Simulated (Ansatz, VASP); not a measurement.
**GaSb in two plane-wave programs**

Aim: how closely do two programs agree when they are given the same cell, functional and k mesh? The two relaxations start from unlike cells of this crystal (the structure described is Ansatz's start), so only their ends are compared.

Main program and level: Ansatz 0.2.0; plane waves, with VASP 6.6.1 beside it; relaxation of cell and atoms at r2SCAN with rVV10.

## (1) Set-up

The structure is cubic, space group F-43m (No. 216). The conventional cell has a = 6.137 Å, b = 6.137 Å, c = 6.137 Å, α = 90.00°, β = 90.00°, γ = 90.00°. Ga has 4 Sb at 2.66 Å nearest. Nearest to Sb lie 4 Ga at 2.66 Å. Farther neighbours are not listed.

## (2) VASP: relaxation of cell and atoms, r2SCAN with rVV10

The relaxed volume is the usual yardstick between codes: in a stiff, nearly cubic crystal its relative difference is about their pressure difference at one cell divided by the bulk modulus.

Lines of VASP's logs that name or quote its potential files are left out, and so is its time.

INCAR

```
SYSTEM = GaSb
PREC = Accurate
ENCUT = 550
EDIFF = 1E-07
NELM = 120
ISMEAR = 0
SIGMA = 0.1
LREAL = .FALSE.
ALGO = Normal
METAGGA = R2SCAN
LUSE_VDW = .TRUE.
IVDW_NL = 2
BPARAM = 11.95
CPARAM = 0.0093
LASPH = .TRUE.
NBANDS = 15
LORBIT = 11
LWAVE = .FALSE.
LCHARG = .FALSE.
ISIF = 3
IBRION = 2
NSW = 80
EDIFFG = -0.005
GGA_COMPAT = .FALSE.
NELMIN = 4
EFERMI = MIDGAP
LMIXTAU = .TRUE.
```

POSCAR

```
GaSb
1.0
    0.0000000000      3.0553929989      3.0553929989
    3.0553929989      0.0000000000      3.0553929989
    3.0553929989      3.0553929989      0.0000000000
Ga Sb
1 1
Direct
    0.0000000000      0.0000000000      0.0000000000
    0.7500000000      0.7500000000      0.7500000000
```

KPOINTS

```
Automatic mesh
0
Gamma
10 10 10
0 0 0
```

The projector-augmented-wave data sets are Ga_d and Sb (PBE family, release 64).

Run with:

```console
$ mpirun -np 1 vasp_std
```

Numbers of over 12 decimals in the logs are rounded to 6 here.

Log:

```text
[banner, memory and clock lines left out]
running    1 mpi-ranks, on    1 nodes
 distrk:  each k-point on    1 cores,    1 groups
 distr:  one band on    1 cores,    1 groups

 POSCAR found type information on POSCAR GaSb
 POSCAR found :  2 types and       2 ions
|                                                                             |
|               ----> ADVICE to this user running VASP <----                  |
|                                                                             |
|     You have switched on vdW-DFT.                                           |
|     This routine was written and supplied by Jiri Klimes. We recommend      |
|     that you carefully read and cite the following publications:            |
|       J. Klimes, D.R. Bowler, A. Michelides                                 |
|          J. Phys.: Cond Matt. 22 022201 (2010)                              |
|       J. Klimes, D.R. Bowler, A. Michelides                                 |
|          Phys. Rev. B. 83, 195131 (2011)                                    |
|     and references therein.                                                 |
|                                                                             |

|                                                                             |
|               ----> ADVICE to this user running VASP <----                  |
|                                                                             |
|     You enforced a specific xc type in the INCAR file but a different       |
|     [... a line on the potential file left out ...]
|     I HOPE YOU KNOW WHAT YOU ARE DOING!                                     |
|                                                                             |

 LDA part: xc-table for (None), standard interpolation
 POSCAR, INCAR and KPOINTS ok, starting setup
 FFT: planning ... GRIDC
 FFT: planning ... GRID_SOFT
 FFT: planning ... GRID
 WAVECAR not read
 entering main loop
       N       E                     dE             d eps       ncg     rms          rms(c)
Total rVV10 correction in eV:      0.6011880    23.6219133
DAV:   1     0.538787894160E+02    0.53879E+02   -0.91736E+03  1426   0.158E+03
DAV:   2    -0.322198445306E+02   -0.86099E+02   -0.83005E+02  1648   0.321E+02
DAV:   3    -0.387019712143E+02   -0.64821E+01   -0.64584E+01  1697   0.709E+01
DAV:   4    -0.388167987358E+02   -0.11483E+00   -0.11481E+00  1706   0.106E+01
DAV:   5    -0.388194138528E+02   -0.26151E-02   -0.26151E-02  1848   0.143E+00    0.293E+00
Total rVV10 correction in eV:      0.6047082    23.6219139
DAV:   6    -0.369459809890E+02    0.18734E+01   -0.40019E-01  1536   0.102E+01    0.202E+00
Total rVV10 correction in eV:      0.6152628    23.6219139
DAV:   7    -0.370597608930E+02   -0.11378E+00   -0.36130E-01  1557   0.711E+00    0.628E-01
Total rVV10 correction in eV:      0.6184719    23.6219139
DAV:   8    -0.369645432028E+02    0.95218E-01   -0.23172E-01  1431   0.493E+00    0.178E-01
Total rVV10 correction in eV:      0.6184296    23.6219139
DAV:   9    -0.369795711065E+02   -0.15028E-01   -0.13532E-02  1592   0.101E+00    0.216E-01
Total rVV10 correction in eV:      0.6179966    23.6219139
DAV:  10    -0.369795830291E+02   -0.11923E-04   -0.42042E-03  1522   0.680E-01    0.491E-01
Total rVV10 correction in eV:      0.6190196    23.6219139
DAV:  11    -0.369833478285E+02   -0.37648E-02   -0.16660E-02  1494   0.110E+00    0.535E-02
Total rVV10 correction in eV:      0.6191122    23.6219139
DAV:  12    -0.369818063759E+02    0.15415E-02   -0.14390E-03  1732   0.325E-01    0.606E-02
Total rVV10 correction in eV:      0.6191876    23.6219139
DAV:  13    -0.369827713791E+02   -0.96500E-03   -0.23151E-04  1620   0.147E-01    0.568E-02
Total rVV10 correction in eV:      0.6191985    23.6219139
DAV:  14    -0.369835143679E+02   -0.74299E-03   -0.75357E-04  1480   0.195E-01    0.263E-02
Total rVV10 correction in eV:      0.6192007    23.6219139
DAV:  15    -0.369835049538E+02    0.94141E-05   -0.61536E-05  1839   0.661E-02    0.574E-03
Total rVV10 correction in eV:      0.6192503    23.6219139
DAV:  16    -0.369835633093E+02   -0.58356E-04   -0.53261E-05  1459   0.562E-02    0.224E-03
Total rVV10 correction in eV:      0.6192507    23.6219139
DAV:  17    -0.369835638164E+02   -0.50709E-06   -0.18725E-06  1966   0.178E-02    0.225E-03
Total rVV10 correction in eV:      0.6192498    23.6219139
DAV:  18    -0.369835643641E+02   -0.54766E-06   -0.29310E-07  1494   0.703E-03    0.677E-04
Total rVV10 correction in eV:      0.6192489    23.6219139
DAV:  19    -0.369835644571E+02   -0.93018E-07   -0.61321E-08  1251   0.297E-03
Total rVV10 correction in eV:      0.6192498    23.6219139
Total rVV10 correction in eV:      0.6192496    23.6219139
   1 F= -.36983564E+02 E0= -.36983564E+02  d E =-.369836E+02
 curvature:   0.00 expect dE= 0.000E+00 dE for cont linesearch  0.000E+00
 trial: gam= 0.00000 g(F)=  0.487E-49 g(S)=  0.115E-04 ort = 0.000E+00 (trialstep = 0.100E+01)
 search vector abs. value=  0.115E-04
 bond charge predicted
       N       E                     dE             d eps       ncg     rms          rms(c)
Total rVV10 correction in eV:      0.6192437    23.6219139
DAV:   1    -0.369836878403E+02   -0.12348E-03   -0.15606E-03  1767   0.672E-01    0.639E-02
Total rVV10 correction in eV:      0.6193417    23.6219139
DAV:   2    -0.369835866117E+02    0.10123E-03   -0.15822E-04  1753   0.240E-01    0.302E-02
Total rVV10 correction in eV:      0.6194213    23.6219139
DAV:   3    -0.369835581033E+02    0.28508E-04   -0.28822E-05  1732   0.962E-02    0.657E-03
Total rVV10 correction in eV:      0.6194525    23.6219139
DAV:   4    -0.369835542052E+02    0.38981E-05   -0.10746E-05  1473   0.423E-02    0.138E-03
Total rVV10 correction in eV:      0.6194504    23.6219139
DAV:   5    -0.369835579321E+02   -0.37269E-05   -0.18463E-06  1438   0.141E-02    0.103E-03
Total rVV10 correction in eV:      0.6194511    23.6219139
DAV:   6    -0.369835581597E+02   -0.22758E-06   -0.87680E-08  1237   0.231E-03    0.576E-04
Total rVV10 correction in eV:      0.6194550    23.6219139
DAV:   7    -0.369835588006E+02   -0.64092E-06   -0.25525E-07  1529   0.444E-03    0.356E-04
Total rVV10 correction in eV:      0.6194553    23.6219139
DAV:   8    -0.369835588036E+02   -0.29113E-08   -0.47235E-08  1090   0.217E-03
Total rVV10 correction in eV:      0.6194566    23.6219139
Total rVV10 correction in eV:      0.6194560    23.6219139
   2 F= -.36983559E+02 E0= -.36983558E+02  d E =0.565355E-05
 trial-energy change:    0.000006  1 .order   -0.000002   -0.000012    0.000007
 step:   0.6335(harm=  0.6335)  dis= 0.00000  next Energy=   -36.983568 (dE=-0.365E-05)
 reached required accuracy - stopping structural energy minimisation
```

OUTCAR, selected parts (step 2):

```text
ion  position               nearest neighbor table
   1  0.000  0.000  0.000-   2 2.65   2 2.65   2 2.65   2 2.65
   2  0.750  0.750  0.750-   1 2.65   1 2.65   1 2.65   1 2.65

  LATTYP: Found a face centered cubic cell.
 ALAT       =     6.1107859978

 Subroutine GETGRP returns: Found 24 space group operations
 (whereof 24 operations were pure point group operations)

The static configuration has the point symmetry T_d .

 Found     47 irreducible k-points:

   k-points           NKPTS =     47   k-points in BZ     NKDIM =     47   number of bands    NBANDS=     15

   dimension x,y,z NGX =    36 NGY =   36 NGZ =   36
   dimension x,y,z NGXF=    72 NGYF=   72 NGZF=   72

   ENCUT  =  550.0 eV  40.42 Ry    6.36 a.u.   8.26  8.26  8.26*2*pi/ulx,y,z

   NELECT =      18.0000    total number of electrons

 k-points in reciprocal lattice and weights: Automatic mesh
   0.00000000  0.00000000  0.00000000       0.001
   0.10000000  0.00000000  0.00000000       0.008
   0.20000000  0.00000000  0.00000000       0.008
   0.30000000  0.00000000  0.00000000       0.008
   0.40000000  0.00000000  0.00000000       0.008
   0.50000000  0.00000000  0.00000000       0.004
   0.10000000  0.10000000  0.00000000       0.006
   0.20000000  0.10000000  0.00000000       0.024
   0.30000000  0.10000000  0.00000000       0.024
[...]
-0.30000000  0.40000000  0.20000000       0.024
  -0.30000000  0.50000000  0.20000000       0.012

 average (electrostatic) potential at core
       1 -70.5110       2 -92.7667

 E-fermi :   4.9467

 k-point     1 :       0.0000    0.0000    0.0000
  band No.  band energies     occupation
    ...
      5     -10.7301      2.00000
      6      -7.2574      2.00000
      7       4.7020      1.99946
      8       4.7020      1.99946
      9       4.7020      1.99946
     10       5.1696      0.00162
     11       7.6668      0.00000
     12       7.6668      0.00000
     13       7.6668      0.00000
     14      10.9492      0.00000
    ...

 k-point     2 :       0.1000    0.0000    0.0000
  band No.  band energies     occupation
    ...
      5     -10.7303      2.00000
      6      -7.1483      2.00000
      7       3.1841      2.00000
      8       4.5208      2.00000
      9       4.5208      2.00000
     10       5.9818      0.00000
     11       7.9157      0.00000
     12       7.9157      0.00000
     13       8.1261      0.00000
     14      11.5235      0.00000
    ...

 k-point     3 :       0.2000    0.0000    0.0000
  band No.  band energies     occupation
    ...
      5     -10.7305      2.00000
      6      -6.8303      2.00000
      7       1.4141      2.00000
      8       4.1472      2.00000
      9       4.1472      2.00000
     10       5.9249      0.00000
     11       8.3952      0.00000
     12       8.3952      0.00000
     13       9.5138      0.00000
     14      12.3756      0.00000
    ...

  Total       -0.0072999     -0.0072999     -0.0072999      0.0000000     -0.0000000     -0.0000000
  in kB       -0.2048316     -0.2048316     -0.2048316      0.0000000     -0.0000000     -0.0000000
  external PRESSURE =      -0.2048316 kB  Pullay stress =       0.0000000 kB

  energy-cutoff  :      550.00
  volume of cell :       57.10
      direct lattice vectors                 reciprocal lattice vectors
    -0.000000000  3.056322890  3.056322890    -0.163595280  0.163595280  0.163595280
     3.056322890 -0.000000000  3.056322890     0.163595280 -0.163595280  0.163595280
     3.056322890  3.056322890 -0.000000000     0.163595280  0.163595280 -0.163595280

 POSITION                                       TOTAL-FORCE (eV/Angst)
 -----------------------------------------------------------------------------------
      3.05632     -0.00000      3.05632        -0.000000     -0.000000     -0.000000
      4.58448      4.58448      4.58448         0.000000      0.000000      0.000000
 -----------------------------------------------------------------------------------
    total drift:                               -0.000000     -0.000000     -0.000000

  FREE ENERGIE OF THE ION-ELECTRON SYSTEM (eV)
  ---------------------------------------------------
  free  energy   TOTEN  =       -36.9835588036 eV

  energy  without entropy=      -36.9835579875  energy(sigma->0) =      -36.98355840

 reached required accuracy - stopping structural energy minimisation

 total charge
# of ion       s       p       d       tot
------------------------------------------
    1        0.873   0.770   9.965  11.608
    2        1.103   1.355   0.029   2.488
--------------------------------------------------
tot          1.977   2.125   9.994  14.095

[... 3 further parts left out ...]
```

CONTCAR:

```
GaSb
   1.00000000000000
    -0.0000000000000000    3.0563228904136559    3.0563228904136559
     3.0563228904136559   -0.0000000000000000    3.0563228904136559
     3.0563228904136559    3.0563228904136559   -0.0000000000000000
  Ga              Sb
     1     1
Direct
     0.0000000000000000    1.0000000000000000    0.0000000000000000
     0.7500000000000000    0.7500000000000000    0.7500000000000000
```

The run keeps the 24 symmetry operations of its start, so it cannot find a distortion of lower symmetry.

(Continued in part 2 of 2.)

[Lines on the potential files, build, host, timing and source positions are cut from VASP's logs without a mark.]

[Logs are printed without paths, hosts, clocks, repeated set-up lines and the standing remarks that a program may print on its own settings, such as how far it seeks lower states.]

[Hosts, paths, dates, database ids (printed as entryN), source tags and the programs' standing remarks are cut or masked in the printed files.]
